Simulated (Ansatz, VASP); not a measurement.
## Cross-check of W (Tungsten) between VASP and Ansatz

Aim: how closely do two programs agree when they are given the same cell, functional and k mesh? The cell is taken from a series of VASP runs on this material, whose earlier steps may have relaxed, scaled or displaced it; both programs get it as it stands.

Program: Ansatz 0.2.0. Level of theory: plane waves, with VASP 6.6.1 beside it; band structure at LDA. Results are calculated unless marked as measured.

## (1) Set-up

It takes space group P-1 (No. 2, triclinic). The conventional cell has a = 2.667 Å, b = 2.747 Å, c = 2.769 Å, α = 109.24°, β = 107.89°, γ = 110.05°. W has 8 W at 2.67 to 2.78 Å nearest.

## (2) VASP: band structure, LDA

With cell and atoms fixed, the geometry can't cause a difference; cores, projectors, grids and the points listed under the comparison can.

Lines of VASP's logs that name or quote its potential files are left out, and so is its time.

Input file INCAR:

```
SYSTEM = W
PREC = Accurate
ENCUT = 400
EDIFF = 1E-06
NELM = 100
ISMEAR = -1
SIGMA = 0.05
LREAL = .FALSE.
ALGO = Normal
GGA = CA
NBANDS = 14
LASPH = .TRUE.
LORBIT = 11
LWAVE = .FALSE.
LCHARG = .FALSE.
KPAR = 2
```

Input file POSCAR:

```
W
1.0
   -1.5171340000      1.5458900000      1.5559080000
    1.5452880000     -1.6057470000      1.6439180000
    1.5586460000      1.6472590000     -1.6157650000
W
1
Direct
    0.0000000000      0.0000000000      0.0000000000
```

Input file KPOINTS:

```
Automatic mesh
0
Gamma
17 17 17
0 0 0
```

Input file KPOINTS_OPT:

```
Line mode
16
Line-mode
Reciprocal
 -0.50000000   0.00000000   0.50000000 X
  0.00000000   0.00000000   0.00000000 GAMMA

  0.00000000   0.00000000   0.00000000 GAMMA
  0.00000000   0.50000000  -0.50000000 Y

 -0.50000000   0.50000000   0.00000000 L
  0.00000000   0.00000000   0.00000000 GAMMA

  0.00000000   0.00000000   0.00000000 GAMMA
  0.00000000  -0.50000000   0.00000000 Z

 -0.50000000  -0.50000000   0.50000000 N
  0.00000000   0.00000000   0.00000000 GAMMA

  0.00000000   0.00000000   0.00000000 GAMMA
  0.00000000   0.00000000  -0.50000000 M

 -0.50000000   0.00000000   0.00000000 R
  0.00000000   0.00000000   0.00000000 GAMMA
```

Potentials, in the order of the species: W (LDA family, release 64).

Run with:

```
mpirun -np 2 vasp_std
```

Numbers of over 12 decimals in the logs are rounded to 6 here.

The log of the run:

```text
[banner, memory and clock lines left out]
running    2 mpi-ranks, on    1 nodes
 distrk:  each k-point on    1 cores,    2 groups
 distr:  one band on    1 cores,    1 groups

 POSCAR found type information on POSCAR W
 POSCAR found :  1 types and       1 ions
 LDA part: xc-table for (Slater(with rela. corr.)+CA(PZ))
 , standard interpolation
 POSCAR, INCAR and KPOINTS ok, starting setup
 FFT: planning ... GRIDC
 FFT: planning ... GRID_SOFT
 FFT: planning ... GRID
 WAVECAR not read
 entering main loop
       N       E                     dE             d eps       ncg     rms          rms(c)
DAV:   1     0.466375513096E+01    0.46638E+01   -0.23536E+03 69478   0.291E+02
DAV:   2    -0.146162663441E+02   -0.19280E+02   -0.18518E+02 88284   0.887E+01
DAV:   3    -0.148900695166E+02   -0.27380E+00   -0.27331E+00 92232   0.818E+00
DAV:   4    -0.148903669143E+02   -0.29740E-03   -0.29739E-03 88266   0.322E-01
DAV:   5    -0.148903675202E+02   -0.60589E-06   -0.60543E-06 93144   0.131E-02    0.204E+01
DAV:   6    -0.143600053963E+02    0.53036E+00   -0.28455E-01 96516   0.259E+00    0.958E+00
DAV:   7    -0.141671353043E+02    0.19287E+00   -0.33155E-01 96852   0.259E+00    0.305E-01
DAV:   8    -0.141652315101E+02    0.19038E-02   -0.60306E-03 81894   0.398E-01    0.200E-01
DAV:   9    -0.141646779946E+02    0.55352E-03   -0.25968E-04 95440   0.495E-02    0.759E-02
DAV:  10    -0.141646695835E+02    0.84111E-05   -0.36813E-05 89136   0.324E-02    0.141E-02
DAV:  11    -0.141646699921E+02   -0.40863E-06   -0.13104E-06 88850   0.761E-03
   1 F= -.14164670E+02 E0= -.14162492E+02  d E =-.435574E-02
 Start KPOINTS_OPT (optional k-point list driver)
k-point batch [1-112\112]
       N       E                     dE             ncg
DAV:   1     0.189898458424E+05   -0.83130E+04     3168
DAV:   2     0.167177702069E+05   -0.22721E+04     4060
DAV:   3     0.166822356222E+05   -0.35535E+02     4012
DAV:   4     0.166821853770E+05   -0.50245E-01     3844
DAV:   5     0.166821852275E+05   -0.14950E-03     4036
DAV:   6     0.166821852268E+05   -0.64523E-06     3816
```

From OUTCAR (step 2):

```text
ion  position               nearest neighbor table
   1  0.000  0.000  0.000-

  LATTYP: Found a triclinic cell.
 ALAT       =     5.3583404474
 B/A-ratio  =     0.5972949402
 C/A-ratio  =     0.5793471449
 COS(alpha) =     0.0176124649
 COS(beta)  =     0.2976464945
 COS(gamma) =     0.9121669720

 Subroutine GETGRP returns: Found  2 space group operations
 (whereof  2 operations were pure point group operations)

The static configuration has the point symmetry S_2 .

 Found   2457 irreducible k-points:

   k-points           NKPTS =   2457   k-points in BZ     NKDIM =   2457   number of bands    NBANDS=     14

   dimension x,y,z NGX =    18 NGY =   18 NGZ =   18
   dimension x,y,z NGXF=    36 NGYF=   36 NGZF=   36

   ENCUT  =  400.0 eV  29.40 Ry    5.42 a.u.   4.35  4.52  4.54*2*pi/ulx,y,z

   NELECT =       6.0000    total number of electrons

 k-points in reciprocal lattice and weights: Automatic mesh
   0.00000000  0.00000000  0.00000000       0.000
   0.05882353  0.00000000  0.00000000       0.000
   0.11764706 -0.00000000 -0.00000000       0.000
   0.17647059 -0.00000000  0.00000000       0.000
   0.23529412 -0.00000000 -0.00000000       0.000
   0.29411765  0.00000000 -0.00000000       0.000
   0.35294118 -0.00000000  0.00000000       0.000
   0.41176471 -0.00000000  0.00000000       0.000
   0.47058824 -0.00000000 -0.00000000       0.000
[...]
-0.11764706 -0.05882353  0.47058824       0.000
  -0.05882353 -0.05882353  0.47058824       0.000

 average (electrostatic) potential at core
       1 -38.2091

 E-fermi :   7.8672

 k-point     1 :       0.0000    0.0000    0.0000
  band No.  band energies     occupation
      1      -1.7257      2.00000
      2       6.0153      2.00000
      3       6.5377      2.00000
      4       6.9773      2.00000
      5       9.7752      0.00000
      6      10.2709      0.00000
      7      22.4541      0.00000
      8      23.2597      0.00000
      9      23.6082      0.00000
    ...

 k-point     2 :       0.0588    0.0000    0.0000
  band No.  band energies     occupation
      1      -1.5577      2.00000
      2       6.0943      2.00000
      3       6.6524      2.00000
      4       6.8763      2.00000
      5       9.5641      0.00000
      6      10.2401      0.00000
      7      22.6321      0.00000
      8      23.6903      0.00000
      9      23.9066      0.00000
    ...

 k-point     3 :       0.1176   -0.0000   -0.0000
  band No.  band energies     occupation
      1      -1.0741      2.00000
      2       6.2125      2.00000
      3       6.5955      2.00000
      4       7.0752      2.00000
      5       9.0942      0.00000
      6      10.1664      0.00000
      7      23.0788      0.00000
      8      24.7030      0.00000
      9      24.8107      0.00000
    ...

  Total       -0.3779167     -1.3221164     -1.3874004     -0.3381588      0.5013715     -0.2554158
  in kB      -38.2070139   -133.6646896   -140.2648400    -34.1875233     50.6881744    -25.8222936
  external PRESSURE =    -104.0455145 kB  Pullay stress =       0.0000000 kB

  energy-cutoff  :      400.00
  volume of cell :       15.85
      direct lattice vectors                 reciprocal lattice vectors
    -1.517134000  1.545890000  1.555908000    -0.007158743  0.319234938  0.318551694
     1.545288000 -1.605747000  1.643918000     0.319340312  0.001654650  0.309738197
     1.558646000  1.647259000 -1.615765000     0.318010937  0.309092165  0.002983928

 POSITION                                       TOTAL-FORCE (eV/Angst)
 -----------------------------------------------------------------------------------
      0.00000      0.00000      0.00000         0.000000      0.000000      0.000000
 -----------------------------------------------------------------------------------
    total drift:                                0.000000     -0.000000     -0.000000

  FREE ENERGIE OF THE ION-ELECTRON SYSTEM (eV)
  ---------------------------------------------------
  free  energy   TOTEN  =       -14.1646699921 eV

  energy  without entropy=      -14.1603142545  energy(sigma->0) =      -14.16249212

 total charge
# of ion       s       p       d       tot
------------------------------------------
    1        0.675   0.706   4.180   5.560

[... 3 further parts left out ...]
```

The data set W keeps the semicore shell frozen, which is cheaper and a little less accurate.

## (3) Ansatz: band structure, LDA

Ansatz runs on its default PAW (the set named soft_2) files.

The same cell, functional (in two slightly different forms), mesh and smearing now go to Ansatz, which takes its cutoff from its data sets.

Input file input.yaml:

```yaml
crystal:
  lattice:
    - [-1.517134, 1.54589, 1.555908]
    - [1.545288, -1.605747, 1.643918]
    - [1.558646, 1.647259, -1.615765]
  atoms:
    - { symbol: W, position: [0.0, 0.0, 0.0] }
hamiltonian:
  xc: lda
  pseudopotentials: { kind: paw }
kpoints:
  mp_grid: { grid: [17, 17, 17] }
  band_path:
    path:
      - [-0.5, 0.0, 0.5]
      - [-0.4, 0.0, 0.4]
      - [-0.26667, 0.0, 0.26667]
      - [-0.13333, 0.0, 0.13333]
      - [0.0, 0.0, 0.0]
      - [0.0, 0.1, -0.1]
      - [0.0, 0.2, -0.2]
      - [0.0, 0.33333, -0.33333]
      - [0.0, 0.46667, -0.46667]
      - [-0.43333, 0.43333, 0.0]
      - [-0.3, 0.3, 0.0]
      - [-0.16667, 0.16667, 0.0]
      - [-0.06667, 0.06667, 0.0]
      - [0.0, -0.03333, 0.0]
      - [0.0, -0.16667, 0.0]
      - [0.0, -0.3, 0.0]
      - [0.0, -0.43333, 0.0]
      - [-0.46667, -0.46667, 0.46667]
      - [-0.36667, -0.36667, 0.36667]
      - [-0.23333, -0.23333, 0.23333]
      - [-0.1, -0.1, 0.1]
      - [0.0, 0.0, 0.0]
      - [0.0, 0.0, -0.13333]
      - [0.0, 0.0, -0.26667]
      - [0.0, 0.0, -0.36667]
      - [0.0, 0.0, -0.5]
      - [-0.4, 0.0, 0.0]
      - [-0.26667, 0.0, 0.0]
      - [-0.13333, 0.0, 0.0]
      - [0.0, 0.0, 0.0]
    npoints: 1
scf:
  occupations: { method: fermi_dirac, width: 0.05 }
  n_extra_bands: 6
output:
  forces: true
  stress: true
  eigenvalues: true
```

Run with:

```
ansatz run input.yaml --threads 2 --pin off --max-ram 4608MiB --backend cpu --events-out ev --progress --plain --runs-dir out
```

The log of the run:

```text
scf.n_extra_bands = 6 over 7 filled bands (N_el = 14.0): the run solves 13 bands
Engine: ansatz 0.2.0, aarch64-unknown-linux-gnu
Pseudopotentials: kind: paw
Pseudopotential: W, paw, valence charge 14, recommended cutoff 420 eV (normal), W.paw.azcp
Functional definition: SPW92
  exchange = slater_x
  correlation = pw_c
Crystal: 1 atoms, lattice volume = 15.848 Å³
Basis set: ecut = 420 eV, 321 PW (Γ)
Bands: 13, of which v1, the nominal top of the filled ones, is band 7 counted from 1 (6 counted from 0)
Symmetry: 2 space group operations
Space group: P-1 (ITA 2), of the structure as read, at distance tolerance 2.5e-5 Å
k-points: 2457 of 4913
Non-local potential: W, projectors of the file, l = 0: 3, l = 1: 2, l = 2: 2, l = 3: 1
PAW form: soft (Blöchl's): semilocal exchange-correlation on the pseudo side does not see the compensation charge
PAW frozen core: W, regenerated for the run's functional, and the local potential with it (the file was generated under x = pbe(κ = 0.804, μ = 0.219515), c = pbe(β = 0.066725))
PAW one-centre angular grid: W, 590 points (default); XC on 64 Gauss nodes
Initial density: superposition of atomic densities (neutral atoms: chi_scale 0, normalization atom), corrected by the library's trained network
Initial wavefunctions: pseudopotential atomic-orbital guess
Functional: x = slater, c = lda
SCF iter   1: F=—  HF=-10129.810712 eV  |F-HF|=—  |Δ(HF+E_count)|=         —  Δρ=5.29e-3  dr2=3.01e-3  ethr=1.77e-3  ⟨swp⟩=5.1  Hψ=166456  notcnv=0  defer=621
preconditioner: auto → none  [metal: Δε(μ)=0.001 eV  Ē_g=12.493 eV  σ=0.050 eV  W_gap=0.00  n_scr=0 (ndim 8)  ℏωp=22.8 eV  f_vac=0.000  D(μ)=0.55/eV (n_scr^D=0)]
SCF iter   2: F=—  HF=-10129.809502 eV  |F-HF|=—  |Δ(HF+E_count)|=   1.21e-3  Δρ=2.14e-3  dr2=2.15e-4  ethr=2.15e-5  ⟨swp⟩=1.4  Hψ=53552  notcnv=0  defer=1029
SCF iter   3: F=—  HF=-10129.809523 eV  |F-HF|=—  |Δ(HF+E_count)|=   2.12e-5  Δρ=7.09e-4  dr2=2.06e-5  ethr=1.54e-6  ⟨swp⟩=1.0  Hψ=29163  notcnv=0  defer=1029
SCF iter   4: F=—  HF=-10129.809528 eV  |F-HF|=—  |Δ(HF+E_count)|=   4.17e-6  Δρ=2.41e-5  dr2=2.22e-8  ethr=1.47e-7  ⟨swp⟩=1.0  Hψ=29163  notcnv=0  defer=1029
iter 5 did not close the SCF: its close was put off for the readings that it lacked (scf_convergence_deferred on its scf_iter line)
SCF iter   5: F=-10129.809528 eV  HF=-10129.809528 eV  |F-HF|=5.51e-10  |Δ(HF+E_count)|=   1.89e-8  Δρ=6.47e-6  dr2=1.65e-9  ethr=1.59e-10  ⟨swp⟩=2.4  Hψ=44491  notcnv=0  defer=1029
SCF iter   6: F=-10129.809528 eV  HF=-10129.809528 eV  |F-HF|=7.28e-12  |Δ(HF+E_count)|=  3.98e-10  Δρ=4.14e-7  dr2=2.01e-11  ethr=1.18e-11  ⟨swp⟩=4.7  Hψ=112558  notcnv=0
SCF 1 converged in 6 iterations: F = -10129.809528 eV  dr2 = 2.01e-11
  greatest PAW one-centre occupation: 1.000 electrons in one spin orbital (limit 2), on the W atom at site 0 (counted from 0), in its partial waves of l = 0
NSCF: frozen V_eff on 30 k-points
SCF converged after 6 iterations
Free energy (F): -10129.809528 eV
Harris-Foulkes:  -10129.809528 eV  (|F-HF|=7.28e-12)
Internal energy: -10129.805112 eV  (E = F + TS)
E sigma→0 (E₀):  -10129.807320 eV
Entropy (-TS):   -0.004416 eV (-4.416 meV/atom)
Fermi energy:    22.326706 eV
--- Per-component energies (eV) ---
  E_band       = -86.071636
  E_kinetic    = 450.666542
  E_local      = -606.110961  (includes V_loc(G=0)·N_el)
  E_nonlocal   = 6.244318
  E_hartree    = 216.165824
  E_xc         = -265.140941
  E_vxc        = -239.065623  (∫ρ·V_xc dr)
  E_paw        = -8309.606366  (= ΣΔE_a)
  E_vpaw       = -130.137423  (= ΣTr[D̂ρ^β])
  E_aug_tail   = -0.000063  (compensation charges beyond the density's cutoff)
  E_ewald      = -1622.306619
  E_core_change = 0.283153  (= ΣΔE_core)
  E_smearing   = -0.004416  (= −TS)
  E_closure    = -0.000000  (closes the sum)
  Σ components = -10129.809528   (vs F -10129.809528, Δ=0.00e0)
--- Forces (eV/Å), atoms counted from 1 ---
  atom   1  W      0.00000000     0.00000000     0.00000000
  max |Σ_I F_I| component: 0.00e0 eV/Å
--- Stress (GPa, compression-positive) ---
       -1.774101      -3.692333      -2.805724
       -3.692333     -11.178491       5.428541
       -2.805724       5.428541     -11.812892
  P = ⅓ Tr σ = -8.2552 GPa (-82.552 kbar)
--- Band table (eV; the first three rows and the last of 2457) ---
  k-point 0: bands = [... 3 lower, -15.3135, 12.6836, 20.4930, 21.0132, 21.4524, 24.2518, 24.7510, 36.2944, ... 2 higher]
  k-point 1: bands = [... 3 lower, -15.3181, 12.8491, 20.4272, 21.0694, 21.4678, 24.2443, 24.6561, 36.6288, ... 2 higher]
  k-point 2: bands = [... 3 lower, -15.3289, 13.3251, 20.2236, 20.9659, 21.7931, 24.1917, 24.5354, 37.4225, ... 2 higher]
  k-point 2456: bands = [... 3 lower, -15.4831, 16.4403, 19.1018, 21.5885, 24.0191, 24.7649, 28.4472, 34.2678, ... 2 higher]
```

It took 29 s on 2 threads of Arm Neoverse N1, shared host; peak memory 0.71 GiB; 57 s of CPU time.

Reading the cycles: dr2 is the Hartree energy of the density residual (eV), the measure of convergence; HF is the Harris–Foulkes estimate of the energy, which meets the free energy F at convergence.

## (4) Side by side

Known differences besides the potentials themselves: the two LDA forms differ slightly; the data sets hold 14 valence electrons in Ansatz (default PAW (the set named soft_2) files) and 6 in VASP; the cutoff is 420 eV in Ansatz and 400 eV in VASP; VASP's log shows a relativistic correction to its local exchange, Ansatz's none. Total energies have different zeros and are not compared.

Compared:

```
      quantity  Ansatz    VASP  difference
pressure (GPa)   -8.26  -10.40       +2.15
```

Levels from 3 eV below to 2 eV above the Fermi level differ by 14 meV r.m.s. and 24 meV at most; each VASP level is matched to the nearest of Ansatz, which flatters the figure a little.

## (5) Further runs

Further runs change the set-up of one program: Ansatz's method, potentials or start, or VASP's data sets, cutoff or form of LDA. The table gives Ansatz less VASP for each quantity, since a change that brings one quantity closer may part another.

```
                                       run  pressure (GPa)
                                  as above             2.1
                      cores kept as stored             2.2
norm-conserving potentials (cutoff 952 eV)             1.3
```

## (6) Results

| Item | Value |
| --- | --- |
| difference in pressure (band structure, LDA) | 2.1 GPa |

In words: The difference in pressure is 2.1 GPa (band structure, LDA), beyond the 1 GPa picked in this series as the mark of a large difference. Band structure, LDA, norm-conserving potentials (cutoff 952 eV): the difference in pressure goes from 2.1 to 1.3 GPa. 2 further runs of this series are not shown here. Such differences can come from data sets, numerical settings and the points named under the comparisons, not from the functional's error against experiment.

[Lines on the potential files, build, host, timing and source positions are cut from VASP's logs without a mark.]

[Logs are printed without paths, hosts, clocks, repeated set-up lines and the standing remarks that a program may print on its own settings, such as how far it seeks lower states.]

[Hosts, paths, dates, database ids (printed as entryN), source tags and the programs' standing remarks are cut or masked in the printed files.]
